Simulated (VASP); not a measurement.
Al:

```
Al
1.0
     0.00000    2.02481    2.02481
     2.02481    0.00000    2.02481
     2.02481    2.02481    0.00000
Al
1
Direct
  0.00000 0.00000 0.00000
```

| Quantity | Value |
| --- | --- |
| Program | VASP 6.6.1 |
| Task | relaxation of cell and atoms |
| Functional | PBE |
| Dispersion | D3(BJ) |
| Potentials or basis | VASP PAW PBE potentials, release 64 (Al) |
| Cutoff | 600 eV |
| k mesh | 16 × 16 × 16 |
| Occupations | methfessel-paxton, width 0.1 eV |
| Spin | no spin polarisation |

At the start: pressure -4.0 GPa; volume 16.60 Å³/atom.

Problem. Where does the relaxation end?

Solution. Over 3 steps the energy falls by 10.5 meV/atom and the volume is 15.79 Å³/atom (-4.9 %); space group Fm-3m (No. 225, to 0.05 Å).

Step by step:
```csv
step,energy change (eV),largest force (eV/Å),pressure (GPa),volume (Å³)
1,0.0000,0.0000,-3.95,16.60
2,-0.0101,0.0000,0.88,15.64
3,-0.0105,0.0000,0.01,15.79
```

Final structure:
```
Al
1.0
     0.00000    1.99124    1.99124
     1.99124    0.00000    1.99124
     1.99124    1.99124    0.00000
Al
1
Direct
  0.00000 0.00000 0.00000
```

Caveat: pairwise dispersion overbinds metals, which lowers pressure and volume.
